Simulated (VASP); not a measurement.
# A point defect in Sm2Tl, part 2 of 3

How easily does a point defect form in Sm2Tl? The host is relaxed first, then a supercell is run with and without the defect. The start is a cell from a database of measured crystal structures.

VASP 6.6.1, plane waves and PAW; the level of theory is named at each step.

So far. Step 2 (The host at zero pressure): The run ended after 3 ionic steps, 0.008 eV below its first step, once forces and stress met EDIFFG = -0.02.

## (3) The perfect supercell

Level of this step: PBEsol, 4f electrons in the core; plane waves and PAW (Tl, Sm_3) (VASP).

System of this step: Sm2Tl. It takes space group P6_3/mmc (No. 194, hexagonal). Conventional cell: a = 5.414 Å, b = 5.414 Å, c = 6.743 Å, α = 90.00°, β = 90.00°, γ = 120.00°. Nearest to Tl lie 11 Sm at 3.13 to 3.55 Å. Nearest to Sm lie 8 Sm at 3.37 to 3.55 Å and 6 Tl at 3.55 Å. Nearest to Sm lie 5 Tl at 3.13 to 3.37 Å and 6 Sm at 3.55 Å. Farther neighbours are not listed.

The same cell, mesh and cutoff without the defect give the energy to subtract and, in a gapped host, the band edges to count from, so that most errors cancel.

INCAR

```
SYSTEM = Sm2Tl
PREC = Normal
ENCUT = 300
EDIFF = 1E-05
NELM = 120
ISMEAR = 1
SIGMA = 0.2
LREAL = Auto
ALGO = Fast
GGA = PS
NBANDS = 124
LORBIT = 11
LWAVE = .FALSE.
LCHARG = .FALSE.
KPAR = 4
```

POSCAR

```
Sm2Tl
1.0
   -8.1210022890      4.6886628577      6.7433297055
    8.1210022890     -4.6886628577      6.7433297055
    2.7070007630      4.6886628577     -6.7433297055
Tl Sm
8 16
Direct
    0.5416666666      0.7083333333      0.5000000000
    0.0416666667      0.2083333334      0.5000000000
    0.0416666667      0.7083333333      0.0000000000
    0.5416666667      0.2083333334      0.0000000000
    0.4583333333      0.2916666666      0.5000000000
    0.9583333333      0.7916666666      0.5000000000
    0.9583333334      0.2916666667      0.0000000000
    0.4583333333      0.7916666666      0.0000000000
    0.2500000000      0.2500000000      0.0000000000
    0.7500000000      0.7500000000      0.0000000000
    0.7500000000      0.2500000000      0.5000000000
    0.2500000000      0.7500000000      0.5000000000
    0.0000000000      0.0000000000      0.0000000000
    0.5000000000      0.5000000000      0.0000000000
    0.5000000000      0.0000000000      0.5000000000
    0.0000000000      0.5000000000      0.5000000000
    0.2916666667      0.4583333334      0.5000000000
    0.7916666666      0.9583333334      0.5000000000
    0.7916666666      0.4583333334      0.0000000000
    0.2916666667      0.9583333334      0.0000000000
    0.7083333333      0.5416666666      0.5000000000
    0.2083333333      0.0416666666      0.5000000000
    0.2083333333      0.5416666666      0.0000000000
    0.7083333333      0.0416666667      0.0000000000
```

KPOINTS

```
Automatic mesh
0
Gamma
6 6 6
0 0 0
```

PAW data sets: Tl and Sm_3 (PBE family, release 64).

Run with:

```
$ mpirun -np 4 vasp_std
```

The log of the run:

```text
[banner, memory and clock lines left out]
running    4 mpi-ranks, on    1 nodes
 distrk:  each k-point on    1 cores,    4 groups
 distr:  one band on    1 cores,    1 groups

 POSCAR found type information on POSCAR TlSm
 POSCAR found :  2 types and      24 ions
 [... a notice as in an earlier step ...]

 LDA part: xc-table for (Slater+PW92), standard interpolation
 POSCAR, INCAR and KPOINTS ok, starting setup
 FFT: planning ... GRIDC
 FFT: planning ... GRID_SOFT
 FFT: planning ... GRID
 WAVECAR not read
 entering main loop
       N       E                     dE             d eps       ncg     rms          rms(c)
DAV:   1     0.181804828633E+04    0.18180E+04   -0.65853E+04 11912   0.953E+02
DAV:   2    -0.210244405930E+02   -0.18391E+04   -0.18062E+04 12888   0.339E+02
DAV:   3    -0.106135192064E+03   -0.85111E+02   -0.81941E+02 13776   0.707E+01
DAV:   4    -0.110409303442E+03   -0.42741E+01   -0.41483E+01 15080   0.153E+01
DAV:   5    -0.110606117488E+03   -0.19681E+00   -0.19553E+00 15192   0.284E+00    0.136E+01
RMM:   6    -0.109774204788E+03    0.83191E+00   -0.47145E-01 12178   0.184E+00    0.796E+00
RMM:   7    -0.109408455819E+03    0.36575E+00   -0.95501E-01 12662   0.238E+00    0.542E-01
RMM:   8    -0.109407257139E+03    0.11987E-02   -0.12380E-01 14806   0.860E-01    0.190E-01
RMM:   9    -0.109410654802E+03   -0.33977E-02   -0.41644E-02 16696   0.401E-01    0.112E-01
RMM:  10    -0.109411212750E+03   -0.55795E-03   -0.71335E-03 16692   0.183E-01    0.587E-02
RMM:  11    -0.109411412114E+03   -0.19936E-03   -0.22560E-03 18015   0.889E-02    0.103E-02
RMM:  12    -0.109411459564E+03   -0.47449E-04   -0.56465E-04 13580   0.293E-02    0.403E-03
RMM:  13    -0.109411485656E+03   -0.26092E-04   -0.25188E-04 11528   0.147E-02    0.367E-03
RMM:  14    -0.109411492546E+03   -0.68902E-05   -0.80035E-05 10190   0.868E-03
   1 F= -.10941149E+03 E0= -.10936985E+03  d E =-.124923E+00
```

It took 7.9 min on 4 MPI ranks of AMD EPYC 9R14 (Zen 4), shared host; peak memory 4 GiB.

OUTCAR, selected parts (step 3):

```text
  LATTYP: Found a face centered orthorhombic cell.
 ALAT       =    10.8280030521
 B/A-ratio  =     1.2455352428
 C/A-ratio  =     1.7320508076

 Subroutine GETGRP returns: Found  8 space group operations
 (whereof  4 operations were pure point group operations)

The static configuration has the point symmetry C_2h.
 The point group associated with its full space group is D_2h.

 Found     46 irreducible k-points:

   k-points           NKPTS =     46   k-points in BZ     NKDIM =     46   number of bands    NBANDS=    124

   dimension x,y,z NGX =    50 NGY =   50 NGZ =   40
   dimension x,y,z NGXF=   100 NGYF=  100 NGZF=   80

   ENCUT  =  300.0 eV  22.05 Ry    4.70 a.u.  16.31 16.31 12.21*2*pi/ulx,y,z

   NELECT =     200.0000    total number of electrons

 E-fermi :   4.0799

 k-point     1 :       0.0000    0.0000    0.0000
  band No.  band energies     occupation
    ...
     96       3.5187      2.00053
     97       3.6035      2.00386
     98       3.6036      2.00386
     99       3.9226      1.97314
    100       3.9739      1.77225
    101       4.1869      0.22271
    102       4.1873      0.22089
    103       4.2170      0.09082
    104       4.2170      0.09076
    105       4.2170      0.09074
    ...

 k-point     2 :       0.1667   -0.0000    0.0000
  band No.  band energies     occupation
    ...
     99       3.9682      1.80139
    100       4.0033      1.59896
    101       4.0250      1.44616
    102       4.0507      1.24421
    103       4.1031      0.80507
    104       4.1743      0.29174
    105       4.1745      0.29044
    106       4.1754      0.28541
    107       4.5255     -0.00715
    108       4.5612     -0.00348
    ...

  Total        1.7878652      1.7795993     -0.6003714     -0.0071584     -0.0000000     -0.0000000
  in kB        4.1835368      4.1641950     -1.4048462     -0.0167505     -0.0000000     -0.0000000
  external PRESSURE =       2.3142952 kB  Pullay stress =       0.0000000 kB

  energy-cutoff  :      300.00
  volume of cell :      684.70
      direct lattice vectors                 reciprocal lattice vectors
    -8.121002289  4.688662858  6.743329705     0.000000000  0.106640212  0.074147346
     8.121002289 -4.688662858  6.743329705     0.092353132  0.053320106  0.074147346
     2.707000763  4.688662858 -6.743329705     0.092353132  0.159960318  0.000000000

 POSITION                                       TOTAL-FORCE (eV/Angst)
 -----------------------------------------------------------------------------------
      2.70700      1.56289      5.05750        -0.000005      0.000003     -0.000000
      2.70700      1.56289     -1.68583        -0.000005      0.000003     -0.000000
      5.41400     -3.12578      5.05750        -0.000005      0.000003     -0.000000
     -2.70700      1.56289      5.05750        -0.000005      0.000003     -0.000000
     -0.00000      3.12578      1.68583         0.000005     -0.000003     -0.000000
     -0.00000      3.12578      8.42916         0.000005     -0.000003     -0.000000
     -5.41400      3.12578      8.42916         0.000005     -0.000003     -0.000000
      2.70700     -1.56289      8.42916         0.000005     -0.000003     -0.000000
      0.00000      0.00000      3.37166        -0.000000     -0.000000     -0.000000
      0.00000      0.00000     10.11499         0.000000     -0.000000     -0.000000
     -2.70700      4.68866      3.37166         0.000000     -0.000000     -0.000000
      5.41400     -0.00000      3.37166        -0.000000     -0.000000     -0.000000
      0.00000      0.00000      0.00000        -0.000000     -0.000000     -0.000000
      0.00000      0.00000      6.74333        -0.000000     -0.000000     -0.000000
     -2.70700      4.68866      0.00000         0.000000     -0.000000     -0.000000
      5.41400      0.00000      0.00000         0.000000     -0.000000     -0.000000
      2.70700      1.56289      1.68583        -0.000438      0.000253      0.000000
      2.70700      1.56289      8.42916        -0.000438      0.000253     -0.000000
     -2.70700      1.56289      8.42916        -0.000438      0.000253      0.000000
      5.41400     -3.12578      8.42916        -0.000438      0.000253     -0.000000
     -0.00000      3.12578      5.05750         0.000438     -0.000253      0.000000
     -0.00000      3.12578     -1.68583         0.000438     -0.000253      0.000000
      2.70700     -1.56289      5.05750         0.000438     -0.000253      0.000000
     -5.41400      3.12578      5.05750         0.000438     -0.000253      0.000000
 -----------------------------------------------------------------------------------
    total drift:                               -0.000001      0.000004      0.000000

  FREE ENERGIE OF THE ION-ELECTRON SYSTEM (eV)
  ---------------------------------------------------
  free  energy   TOTEN  =      -109.4114925459 eV

  energy  without entropy=     -109.2865692772  energy(sigma->0) =     -109.36985146

 total charge
# of ion       s       p       d       tot
------------------------------------------
    1        1.490   1.348   0.082   2.920
    2        1.490   1.348   0.082   2.920
    3        1.490   1.348   0.082   2.920
    4        1.490   1.348   0.082   2.920
    5        1.490   1.348   0.082   2.920
    6        1.490   1.348   0.082   2.920
    7        1.490   1.348   0.082   2.920
    8        1.490   1.348   0.082   2.920
    9        2.195   5.893   0.992   9.080
   10        2.195   5.893   0.992   9.080
   11        2.195   5.893   0.992   9.080
   12        2.195   5.893   0.992   9.080
   13        2.195   5.893   0.992   9.080
   14        2.195   5.893   0.992   9.080
   15        2.195   5.893   0.992   9.080
   16        2.195   5.893   0.992   9.080
   17        2.170   5.908   1.006   9.083
   18        2.170   5.908   1.006   9.083
   19        2.170   5.908   1.006   9.083
   20        2.170   5.908   1.006   9.083
   21        2.170   5.908   1.006   9.083
   22        2.170   5.908   1.006   9.083
   23        2.170   5.908   1.006   9.083
   24        2.170   5.908   1.006   9.083
--------------------------------------------------
tot         46.842 105.193  16.635 168.670

[... 7 further parts left out ...]
```

This step gave:

```
electronic cycles       : 14
electrons               : 200
free energy (TOTEN)     : -109.4115 eV
energy at zero smearing : -109.3699 eV
Fermi energy            : 4.080 eV
```

The host is treated as a metal, as its relaxation found a gap under 0.3 eV or none, and only the neutral defect is run.

## (4) Reference Ta

This step: PBEsol; plane waves and PAW (Ta) (VASP 6.6.1).

System of this step: Ta. It takes space group Im-3m (No. 229, cubic). Conventional cell: a = 3.310 Å, b = 3.310 Å, c = 3.310 Å, α = 90.00°, β = 90.00°, γ = 90.00°. Ta has 8 Ta at 2.87 Å nearest.

The reference for Ta is its crystal, relaxed at the cutoff of the large cell.

INCAR

```
SYSTEM = Ta
PREC = Normal
ENCUT = 300
EDIFF = 1E-05
NELM = 120
ISMEAR = 1
SIGMA = 0.1
LREAL = Auto
ALGO = Fast
GGA = PS
NBANDS = 8
LORBIT = 11
LWAVE = .FALSE.
LCHARG = .FALSE.
KPAR = 4
IBRION = 2
NSW = 25
ISIF = 3
EDIFFG = -0.02
POTIM = 0.4
```

POSCAR

```
Ta
1.0
   -1.6550000000      1.6550000000      1.6550000000
    1.6550000000     -1.6550000000      1.6550000000
    1.6550000000      1.6550000000     -1.6550000000
Ta
1
Direct
    0.0000000000      0.0000000000      0.0000000000
```

KPOINTS

```
Automatic mesh
0
Gamma
11 11 11
0 0 0
```

The projector-augmented-wave data sets are Ta (PBE family, release 64).

Run with:

```
$ mpirun -np 4 vasp_std
```

The log of the run:

```text
[banner, memory and clock lines left out]
running    4 mpi-ranks, on    1 nodes
 distrk:  each k-point on    1 cores,    4 groups
 distr:  one band on    1 cores,    1 groups

 POSCAR found type information on POSCAR Ta
 POSCAR found :  1 types and       1 ions
|                                                                             |
|               ----> ADVICE to this user running VASP <----                  |
|                                                                             |
|     You have a (more or less) 'small supercell' and for smaller cells       |
|     it is recommended to use the reciprocal-space projection scheme!        |
|     The real-space optimization is not efficient for small cells and it     |
|     is also less accurate ...                                               |
|     Therefore, set LREAL=.FALSE. in the INCAR file.                         |
|                                                                             |

 [... a notice as in an earlier step ...]

 LDA part: xc-table for (Slater+PW92), standard interpolation
 POSCAR, INCAR and KPOINTS ok, starting setup
 FFT: planning ... GRIDC
 FFT: planning ... GRID_SOFT
 FFT: planning ... GRID
 WAVECAR not read
 entering main loop
       N       E                     dE             d eps       ncg     rms          rms(c)
DAV:   1    -0.739146743982E+01   -0.73915E+01   -0.13873E+03   984   0.277E+02
DAV:   2    -0.131129892135E+02   -0.57215E+01   -0.54377E+01  1352   0.444E+01
DAV:   3    -0.131298380938E+02   -0.16849E-01   -0.16847E-01  1032   0.332E+00
DAV:   4    -0.131298463486E+02   -0.82549E-05   -0.82551E-05  1392   0.557E-02
DAV:   5    -0.131298463520E+02   -0.34090E-08   -0.28994E-08  1072   0.770E-04    0.145E+01
RMM:   6    -0.127582231087E+02    0.37162E+00   -0.15306E-01   896   0.237E+00    0.729E+00
RMM:   7    -0.125987351122E+02    0.15949E+00   -0.25468E-01   896   0.301E+00    0.495E-01
RMM:   8    -0.125992721916E+02   -0.53708E-03   -0.10646E-02   896   0.863E-01    0.173E-01
RMM:   9    -0.125992624274E+02    0.97642E-05   -0.13455E-03   896   0.224E-01    0.957E-02
RMM:  10    -0.125992555829E+02    0.68445E-05   -0.28753E-04   896   0.962E-02    0.390E-02
RMM:  11    -0.125992591881E+02   -0.36052E-05   -0.42102E-05   757   0.338E-02
   1 F= -.12599259E+02 E0= -.12599680E+02  d E =-.125993E+02
 curvature:   0.00 expect dE= 0.000E+00 dE for cont linesearch  0.000E+00
 trial: gam= 0.00000 g(F)=  0.201E-63 g(S)=  0.906E-01 ort = 0.000E+00 (trialstep = 0.100E+01)
 search vector abs. value=  0.906E-01
 bond charge predicted
       N       E                     dE             d eps       ncg     rms          rms(c)
DAV:   1    -0.125891726215E+02    0.10083E-01   -0.25254E+00  1032   0.117E+01    0.336E+00
RMM:   2    -0.125680804241E+02    0.21092E-01   -0.78204E-03   896   0.592E-01    0.165E+00
RMM:   3    -0.125588376300E+02    0.92428E-02   -0.99117E-03   896   0.585E-01    0.851E-02
RMM:   4    -0.125588690409E+02   -0.31411E-04   -0.41296E-04   894   0.174E-01    0.279E-02
RMM:   5    -0.125588783748E+02   -0.93339E-05   -0.48903E-05   880   0.420E-02
   2 F= -.12558878E+02 E0= -.12559138E+02  d E =0.403808E-01
[...]
3 F= -.12616307E+02 E0= -.12616989E+02  d E =-.170474E-01
 curvature:  -0.17 expect dE=-0.102E-04 dE for cont linesearch -0.102E-04
 ZBRENT: interpolating
 opt :   0.3669  next Energy=   -12.616316 (dE=-0.171E-01)
 bond charge predicted
       N       E                     dE             d eps       ncg     rms          rms(c)
DAV:   1    -0.126163154488E+02   -0.10887E-04   -0.13400E-04  1336   0.855E-02    0.198E-02
RMM:   2    -0.126163152370E+02    0.21176E-06   -0.20009E-07   386   0.353E-03
   4 F= -.12616315E+02 E0= -.12616995E+02  d E =-.170560E-01
 curvature:  -0.16 expect dE=-0.189E-08 dE for cont linesearch -0.189E-08
 trial: gam= 0.00000 g(F)=  0.127E-62 g(S)=  0.120E-07 ort =-0.330E-04 (trialstep = 0.873E+00)
 search vector abs. value=  0.121E-07
 reached required accuracy - stopping structural energy minimisation
```

Run time: 2.2 s. Hardware: 4 MPI ranks; peak memory 0.32 GiB.

OUTCAR, selected parts (step 4):

```text
  LATTYP: Found a body centered cubic cell.
 ALAT       =     3.3100000000

 Subroutine GETGRP returns: Found 48 space group operations
 (whereof 48 operations were pure point group operations)

The static configuration has the point symmetry O_h .

 Found     56 irreducible k-points:

   k-points           NKPTS =     56   k-points in BZ     NKDIM =     56   number of bands    NBANDS=      8

   dimension x,y,z NGX =    12 NGY =   12 NGZ =   12
   dimension x,y,z NGXF=    24 NGYF=   24 NGZF=   24

   ENCUT  =  300.0 eV  22.05 Ry    4.70 a.u.   4.05  4.05  4.05*2*pi/ulx,y,z

   NELECT =       5.0000    total number of electrons

 E-fermi :   5.8358

 k-point     1 :       0.0000    0.0000    0.0000
  band No.  band energies     occupation
      1      -2.1860      2.00000
      2       6.5943     -0.00000
      3       6.5943     -0.00000
      4       6.5943     -0.00000
      5       9.9681      0.00000
      6       9.9681      0.00000
    ...

 k-point     2 :       0.0909    0.0000    0.0000
  band No.  band energies     occupation
      1      -1.8140      2.00000
      2       6.3488     -0.00000
      3       6.5099     -0.00000
      4       6.9701     -0.00000
      5       9.6027      0.00000
      6       9.9704      0.00000
    ...

  Total        0.0003218      0.0003218      0.0003218      0.0000000     -0.0000000      0.0000000
  in kB        0.0295280      0.0295280      0.0295280      0.0000000     -0.0000000      0.0000000
  external PRESSURE =       0.0295280 kB  Pullay stress =       0.0000000 kB

  energy-cutoff  :      300.00
  volume of cell :       17.46
      direct lattice vectors                 reciprocal lattice vectors
    -1.634269431  1.634269431  1.634269431     0.000000000  0.305947104  0.305947104
     1.634269431 -1.634269431  1.634269431     0.305947104  0.000000000  0.305947104
     1.634269431  1.634269431 -1.634269431     0.305947104  0.305947104  0.000000000

 POSITION                                       TOTAL-FORCE (eV/Angst)
 -----------------------------------------------------------------------------------
      1.63427      1.63427      1.63427        -0.000000     -0.000000     -0.000000
 -----------------------------------------------------------------------------------
    total drift:                                0.000000     -0.000000      0.000000

  FREE ENERGIE OF THE ION-ELECTRON SYSTEM (eV)
  ---------------------------------------------------
  free  energy   TOTEN  =       -12.6163152370 eV

  energy  without entropy=      -12.6183537914  energy(sigma->0) =      -12.61699476

 total charge
# of ion       s       p       d       tot
------------------------------------------
    1        0.694   0.716   3.493   4.903

[... 1 part as in an earlier step ...]

[... 7 further parts left out ...]
```

CONTCAR:

```
Ta
   1.00000000000000
    -1.6342694309446724    1.6342694309446724    1.6342694309446724
     1.6342694309446724   -1.6342694309446724    1.6342694309446724
     1.6342694309446724    1.6342694309446724   -1.6342694309446724
  Ta
     1
Direct
     1.0000000000000000    1.0000000000000000    1.0000000000000000
```

This run has no spin polarisation. Its electron count is odd, so without a moment it is a metal by construction. The data set Ta keeps the semicore shell frozen, which is cheaper and a little less accurate. The run keeps the 48 symmetry operations of its start, so it cannot find a distortion of lower symmetry.

Relaxation path:

| step | energy less that of the first step (eV) | largest force (eV/Å) | pressure (GPa) | volume (Å³) |
| --- | --- | --- | --- | --- |
| 1 | 0.0000 | 0.0000 | -7.82 | 18.13 |
| 2 | 0.0404 | 0.0000 | 17.38 | 16.34 |
| 3 | -0.0170 | 0.0000 | -0.21 | 17.47 |
| 4 | -0.0171 | 0.0000 | 0.00 | 17.46 |

```csv
"conventional cell, symmetrised",before,after,change
a (Å),3.310,3.269,-1.3 %
b (Å),3.310,3.269,-1.3 %
c (Å),3.310,3.269,-1.3 %
volume (Å³/atom),18.13,17.46,-3.7 %
```

The relaxed structure:

```cif
data_structure
_symmetry_space_group_name_H-M 'P 1'
_symmetry_Int_Tables_number 1
_cell_length_a 2.8306
_cell_length_b 2.8306
_cell_length_c 2.8306
_cell_angle_alpha 109.471
_cell_angle_beta 109.471
_cell_angle_gamma 109.471
_cell_volume 17.46
loop_
_atom_site_label
_atom_site_type_symbol
_atom_site_fract_x
_atom_site_fract_y
_atom_site_fract_z
_atom_site_occupancy
Ta1 Ta 0.00000 0.00000 0.00000 1
```

Numbers from this step:

| Property | Result |
| --- | --- |
| electronic cycles | 23 |
| electrons | 5 |
| free energy (TOTEN) | -12.62 eV |
| energy at zero smearing | -12.62 eV |
| Fermi energy | 5.836 eV |

The run ended after 4 ionic steps, 0.017 eV below its first step, once forces and stress met EDIFFG = -0.02.

Energy at zero smearing: -12.61699 eV.

(Continued in part 3 of 3.)

[Lines on the potential files, build, host, timing and source positions are cut from VASP's logs without a mark.]

[Logs are printed without paths, hosts, clocks, repeated set-up lines and the standing remarks that a program may print on its own settings, such as how far it seeks lower states.]

[Hosts, paths, dates, database ids (printed as entryN), source tags and the programs' standing remarks are cut or masked in the printed files.]

[In band tables of VASP the shares of atoms and orbitals are scaled to a sum of 1 inside the atoms' spheres.]

[Runs that stopped without an error message from VASP are left out.]
